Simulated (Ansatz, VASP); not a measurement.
# Ta: VASP beside Ansatz, part 2 of 2

One calculation is typed for both programs; each brings its own data sets. How far apart do they land? The cell is taken from a series of runs on this material, whose earlier steps may have relaxed, scaled, displaced or heated it; both programs get it as it stands.

VASP 6.6.1 and Ansatz 0.2.0.

So far: The structure; Ansatz: relaxation of cell and atoms, LDA, pair 1; VASP: relaxation of cell and atoms, LDA, pair 1; Side by side.

**5. VASP: relaxation of cell and atoms, LDA, pair 2**

Level of this step: LDA; plane waves and PAW (Ta_pv) (VASP).

The relaxed volume is the usual yardstick between codes: in a stiff, nearly cubic crystal its relative difference is about their pressure difference at one cell divided by the bulk modulus.

Contents of INCAR:

```
SYSTEM = Ta
PREC = Accurate
ENCUT = 500
EDIFF = 1E-07
NELM = 120
ISMEAR = 1
SIGMA = 0.2
LREAL = .FALSE.
ALGO = Normal
GGA = PW92
NBANDS = 11
LASPH = .TRUE.
LORBIT = 11
LWAVE = .FALSE.
LCHARG = .FALSE.
ISIF = 3
IBRION = 2
NSW = 80
EDIFFG = -0.005
GGA_COMPAT = .FALSE.
NELMIN = 4
```

Contents of POSCAR:

```
Ta
1.0
   -1.6264250000      1.6264250000      1.6264250000
    1.6264250000     -1.6264250000      1.6264250000
    1.6264250000      1.6264250000     -1.6264250000
Ta
1
Direct
    0.0000000000      0.0000000000      0.0000000000
```

Contents of KPOINTS:

```
Automatic mesh
0
Gamma
20 20 20
0 0 0
```

The projector-augmented-wave data sets are Ta_pv (LDA family, release 64).

Run with:

```sh
$ mpirun -np 1 vasp_std
```

Numbers of over 12 decimals in the logs are rounded to 6 here.

Log:

```text
[banner, memory and clock lines left out]
running    1 mpi-ranks, on    1 nodes
[...]
[... a notice as in an earlier step ...]

 LDA part: xc-table for (Slater(with rela. corr.)+PW92), standard interpolation
 POSCAR, INCAR and KPOINTS ok, starting setup
[...]
entering main loop
       N       E                     dE             d eps       ncg     rms          rms(c)
DAV:   1     0.552557398873E+02    0.55256E+02   -0.61193E+03  5648   0.934E+02
DAV:   2    -0.123717400260E+02   -0.67627E+02   -0.66104E+02  6213   0.245E+02
DAV:   3    -0.132780414617E+02   -0.90630E+00   -0.89805E+00  6883   0.274E+01
DAV:   4    -0.132809424099E+02   -0.29009E-02   -0.29005E-02  6206   0.162E+00
[...]
DAV:   9    -0.128186694998E+02    0.55368E-05   -0.58461E-05  6542   0.719E-02    0.223E-02
DAV:  10    -0.128186688885E+02    0.61131E-06   -0.37713E-06  6418   0.216E-02    0.496E-03
DAV:  11    -0.128186688256E+02    0.62887E-07   -0.29441E-07  6244   0.589E-03
   1 F= -.12818669E+02 E0= -.12818916E+02  d E =-.128187E+02
[...]
DAV:   4    -0.128178812902E+02   -0.25151E-04   -0.58885E-05  6671   0.820E-02    0.127E-02
DAV:   5    -0.128178816602E+02   -0.36997E-06   -0.28531E-06  6328   0.175E-02    0.682E-03
DAV:   6    -0.128178817301E+02   -0.69991E-07   -0.68799E-08  4421   0.287E-03
   2 F= -.12817882E+02 E0= -.12818136E+02  d E =0.787095E-03
 trial-energy change:    0.000787  1 .order    0.000785   -0.001141    0.002710
 step:   0.2955(harm=  0.2963)  dis= 0.00000  next Energy=   -12.818837 (dE=-0.169E-03)
[...]
N       E                     dE             d eps       ncg     rms          rms(c)
DAV:   1    -0.128240258480E+02   -0.61442E-02   -0.16099E-01  5791   0.497E+00    0.660E-01
DAV:   2    -0.128197781527E+02    0.42477E-02   -0.52115E-03  5893   0.804E-01    0.218E-01
DAV:   3    -0.128188255843E+02    0.95257E-03   -0.26358E-03  6112   0.561E-01    0.848E-02
DAV:   4    -0.128188380851E+02   -0.12501E-04   -0.31718E-05  6636   0.586E-02    0.865E-03
DAV:   5    -0.128188383047E+02   -0.21958E-06   -0.15301E-06  6409   0.130E-02    0.457E-03
DAV:   6    -0.128188383296E+02   -0.24957E-07   -0.42202E-08  3863   0.231E-03
   3 F= -.12818838E+02 E0= -.12819088E+02  d E =-.169504E-03
[...]
reached required accuracy - stopping structural energy minimisation
```

From OUTCAR (step 5):

```text
  Total       -0.0002492     -0.0002492     -0.0002492      0.0000000      0.0000000     -0.0000000
  in kB       -0.0231154     -0.0231154     -0.0231154      0.0000000      0.0000000     -0.0000000
  external PRESSURE =      -0.0231154 kB  Pullay stress =       0.0000000 kB

 POSITION                                       TOTAL-FORCE (eV/Angst)
 -----------------------------------------------------------------------------------
     -0.00000      0.00000      0.00000        -0.000000     -0.000000     -0.000000
 -----------------------------------------------------------------------------------
    total drift:                                0.000000      0.000000     -0.000000

  FREE ENERGIE OF THE ION-ELECTRON SYSTEM (eV)
  ---------------------------------------------------
  free  energy   TOTEN  =       -12.8188383296 eV

  energy  without entropy=      -12.8195871811  energy(sigma->0) =      -12.81908795

[... 1 part as in an earlier step ...]

[... 3 further parts left out ...]
[key lines of the parts left out:]
E-fermi :   5.7324
```

**6. Ansatz: relaxation of cell and atoms, LDA, pair 2**

The same cell, functional (in two slightly different forms), mesh and smearing now go to Ansatz, which takes its cutoff from its data sets.

The cell is taken from a series of runs on this material, whose earlier steps may have relaxed, scaled, displaced or heated it; both programs get it as it stands.

Contents of input.yaml:

```yaml
crystal:
  lattice:
    - [-1.6264250568, 1.6264250568, 1.6264250568]
    - [1.6264250568, -1.6264250568, 1.6264250568]
    - [1.6264250568, 1.6264250568, -1.6264250568]
  atoms:
    - { symbol: Ta, position: [0.0, 0.0, 0.0] }
kpoints:
  mp_grid: { grid: [20, 20, 20] }
hamiltonian:
  xc: lda
  pseudopotentials: { kind: paw, azcp: { folder: soft_1 }, xc_functional: pbe }
scf:
  occupations: { method: methfessel_paxton, width: 0.2 }
  lower_state_search: "off"
output:
  forces: true
  stress: true
  eigenvalues: true
relax:
  adjacent_minimum: "off"
  f_tol: 0.001
  max_steps: 60
  cell: { stress_tol: 0.01 }
```

Run with:

```sh
$ ansatz run input.yaml --threads 8 --pin off --max-ram 16384MiB --backend cpu --events-out ev --progress --plain --runs-dir out
```

Log:

```text
[...]
Crystal: 1 atoms, lattice volume = 17.209 Å³
Basis set: ecut = 420 eV, 321 PW (Γ)
Bands: 11, of which v1, the nominal top of the filled ones, is band 7 counted from 1 (6 counted from 0)
Symmetry: 48 space group operations
[...]
k-points: 256 of 8000
[...]
k-point 255: bands = [... 3 lower, -14.6597, 15.0277, 15.0277, 26.2736, 26.2736, 26.2736, 28.1823, 28.1823]
--- Relaxed structure (3 steps of the walk, 2 accepted, 1 SCFs on fresh bases) ---
[...]
cell:  # Å, volume = 17.2246 Å³
    - [-1.626909, 1.626909, 1.626909]
    - [1.626909, -1.626909, 1.626909]
    - [1.626909, 1.626909, -1.626909]
  atoms:
    - { symbol: Ta, position: [0.0, 0.0, 0.0] }
[key lines of the parts left out:]
SCF converged after 3 iterations
Free energy (F): -9683.361287 eV
Fermi energy:    19.086993 eV
P = ⅓ Tr σ = -0.0009 GPa (-0.009 kbar)
```

**7. Comparison**

What differs besides the data sets and the points named for the pairs above, as far as they apply: the data sets hold 13 valence electrons in Ansatz (on its PAW soft_1 files) and 11 in VASP. Total energies have different zeros and are not compared.

Compared:

```tsv
quantity	Ansatz	VASP	difference
volume (Å³)	17.22	17.27	-0.29 %
edge a after relaxation, in the typed setting (Å)	2.818	2.821	-0.10 %
```

**8. Results**

| Property | Result |
| --- | --- |
| difference in volume (relaxation of cell and atoms, LDA, pair 1) | -0.30 % |
| difference in volume (relaxation of cell and atoms, LDA, pair 2) | -0.29 % |

What this shows: The difference in volume is -0.30 % (relaxation of cell and atoms, LDA, pair 1), within the 1.2 % picked in this series as the mark of a large difference, as far as the stopping tolerances let one tell. The data sets hold unlike numbers of valence electrons (13 in Ansatz and 11 in VASP), so part of the differences comes from the potentials. How closely two codes agree says nothing of how well the functional describes the real material.

[Lines on the potential files, build, host, timing and source positions are cut from VASP's logs without a mark.]

[Logs are printed without paths, hosts, clocks, repeated set-up lines and the standing remarks that a program may print on its own settings, such as how far it seeks lower states.]

[Hosts, paths, dates, database ids (printed as entryN), source tags and the programs' standing remarks are cut or masked in the printed files.]
